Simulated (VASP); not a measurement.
These are PBEsol GGA, VASP's PBE PAW potentials (set 64) (plane waves; VASP 6.6.1) values and carry that method's errors.

Input for VASP

**INCAR**
```
SYSTEM = NaCl
PREC = Accurate
ENCUT = 400
EDIFF = 1E-7
NELM = 100
ALGO = Normal
LREAL = .FALSE.
LASPH = .TRUE.
ISMEAR = 0
SIGMA = 0.01
GGA = PS
LWAVE = .FALSE.
LCHARG = .FALSE.
LOPTICS = .TRUE.
NBANDS = 33
NEDOS = 1001
CSHIFT = 0.1
```

### KPOINTS
```
Automatic mesh
0
gamma
10 10 10
0 0 0
```

**POSCAR**
```
NaCl
1
    0.0000000000     2.7959587678     2.7959587678
    2.7959587678     0.0000000000     2.7959587678
    2.7959587678     2.7959587678     0.0000000000
Cl Na
1 1
Direct
  0.0000000000   0.0000000000   0.0000000000
  0.5000000000   0.5000000000   0.5000000000
```

POTCAR, in this order: Cl Na_pv (PBE.64 set). Program: vasp_std.

Output

OUTCAR:
```
 ion  position               nearest neighbor table
   1  0.000  0.000  0.000-
   2  0.500  0.500  0.500-
  LATTYP: Found a face centered cubic cell.
 ALAT       =     5.5919175356
 Subroutine PRICEL returns:
 Original cell was already a primitive cell.
 Subroutine GETGRP returns: Found 48 space group operations
The static configuration has the point symmetry O_h .
The dynamic configuration has the point symmetry O_h .
 Subroutine INISYM returns: Found 48 space group operations
 Subroutine IBZKPT returns following result:
 Found     47 irreducible k-points:

 Following reciprocal coordinates:
            Coordinates               Weight
  0.000000  0.000000  0.000000      1.000000
  0.100000  0.000000  0.000000      8.000000
  0.200000  0.000000  0.000000      8.000000
  0.300000  0.000000  0.000000      8.000000
  0.400000  0.000000  0.000000      8.000000
  0.500000  0.000000  0.000000      4.000000
  0.100000  0.100000  0.000000      6.000000
  0.200000  0.100000  0.000000     24.000000
  0.300000  0.100000  0.000000     24.000000
...
```

File OSZICAR:
```
       N       E                     dE             d eps       ncg     rms          rms(c)
DAV:   1     0.103554878208E+03    0.10355E+03   -0.43708E+03  3260   0.357E+02
DAV:   2     0.181114411367E+00   -0.10337E+03   -0.93815E+02  3280   0.148E+02
DAV:   3    -0.708366607900E+01   -0.72648E+01   -0.71698E+01  3835   0.340E+01
DAV:   4    -0.715794499846E+01   -0.74279E-01   -0.74240E-01  3633   0.344E+00
DAV:   5    -0.715837942372E+01   -0.43443E-03   -0.43441E-03  3899   0.272E-01    0.189E+00
DAV:   6    -0.700460838391E+01    0.15377E+00   -0.10095E-01  3995   0.148E+00    0.128E+00
DAV:   7    -0.699483081391E+01    0.97776E-02   -0.36971E-02  4436   0.731E-01    0.986E-01
DAV:   8    -0.699826091551E+01   -0.34301E-02   -0.84077E-03  3654   0.370E-01    0.467E-01
DAV:   9    -0.699792563718E+01    0.33528E-03   -0.47139E-04  3808   0.777E-02    0.161E-01
DAV:  10    -0.699795173053E+01   -0.26093E-04   -0.63026E-05  3775   0.239E-02    0.361E-03
DAV:  11    -0.699795343841E+01   -0.17079E-05   -0.13578E-06  4018   0.390E-03    0.458E-03
DAV:  12    -0.699795344369E+01   -0.52810E-08   -0.16019E-07  3710   0.122E-03
   1 F= -.69979534E+01 E0= -.69979534E+01  d E =-.119463E-13
 imaginary and real dielectric function
```

**OUTCAR**
```
------------------------ aborting loop because EDIFF is reached ----------------------------------------
  FORCE on cell =-STRESS in cart. coord.  units (eV):
  Direction    XX          YY          ZZ          XY          YZ          ZX
  --------------------------------------------------------------------------------------
  Total       -0.0007916     -0.0007916     -0.0007916      0.0000000     -0.0000000     -0.0000000
  in kB       -0.0290121     -0.0290121     -0.0290121      0.0000000     -0.0000000     -0.0000000
  external PRESSURE =      -0.0290121 kB  Pullay stress =       0.0000000 kB
  volume of cell :       43.71
      direct lattice vectors                 reciprocal lattice vectors
     0.000000000  2.795958768  2.795958768    -0.178829533  0.178829533  0.178829533
     2.795958768  0.000000000  2.795958768     0.178829533 -0.178829533  0.178829533
     2.795958768  2.795958768  0.000000000     0.178829533  0.178829533 -0.178829533
  FREE ENERGIE OF THE ION-ELECTRON SYSTEM (eV)
  ---------------------------------------------------
  free  energy   TOTEN  =        -6.9979534437 eV

  energy  without entropy=       -6.9979534437  energy(sigma->0) =       -6.99795344

 plasma frequency squared (from intraband transitions) (eV^2)
  --------------------------------------------------------------------------------------
       0.000       0.000      -0.000
       0.000       0.000       0.000
      -0.000       0.000       0.000

 plasma frequency squared (from interband transitions, int dw w eps(2)(w)) (eV^2)
  --------------------------------------------------------------------------------------
     280.682       0.000       0.000       0.000      -0.000       0.000
       0.000      -0.000     280.682       0.000       0.000      -0.000
      -0.000      -0.000       0.000       0.000     280.682       0.000
```
(Selected blocks of OUTCAR.)

**OUTCAR**
```
 val. band max:       -0.6337329445   @ k =   0.0000   0.0000   0.0000

 cond. band min:       4.3917996551   @ k =   0.0000   0.0000   0.0000


 Fermi energy:        -0.5878293669

 k-point     1 :       0.0000    0.0000    0.0000
  band No.  band energies     occupation
      1     -21.2367      2.00000
      2     -21.2367      2.00000
      3     -21.2367      2.00000
      4     -13.3394      2.00000
      5      -0.6337      2.00000
      6      -0.6337      2.00000
      7      -0.6337      2.00000
      8       4.3918      0.00000
      9      10.3872      0.00000
     10      10.3872      0.00000
     11      10.3872      0.00000
     12      12.6429      0.00000
     13      12.6429      0.00000
     14      14.0547      0.00000
     15      16.5867      0.00000
     16      16.5867      0.00000
     17      16.5867      0.00000
     18      23.5151      0.00000
     19      26.1940      0.00000
     20      26.1940      0.00000
     21      26.1940      0.00000
     22      27.1003      0.00000
     23      27.1003      0.00000
     24      27.1003      0.00000
     25      30.2837      0.00000
     26      30.2837      0.00000
     27      33.8555      0.00000
     28      33.8555      0.00000
     29      33.8555      0.00000
     30      36.4455      0.00000
     31      36.4455      0.00000
     32      37.0398      0.00000
     33      37.5560      0.00000

 k-point     2 :       0.1000    0.0000    0.0000
  band No.  band energies     occupation
      1     -21.2399      2.00000
      2     -21.2367      2.00000
      3     -21.2367      2.00000
      4     -13.3057      2.00000
      5      -0.8997      2.00000
      6      -0.6625      2.00000
      7      -0.6625      2.00000
      8       4.7358      0.00000
      9       9.9828      0.00000
     10      10.5245      0.00000
     11      10.5245      0.00000
     12      12.4481      0.00000
     13      12.4481      0.00000
     14      14.7681      0.00000
     15      16.4334      0.00000
...
```

The structure comes from a measured NaCl entry (Fm-3m) of the Crystallography Open Database, whose conditions weren't checked. It was relaxed first.
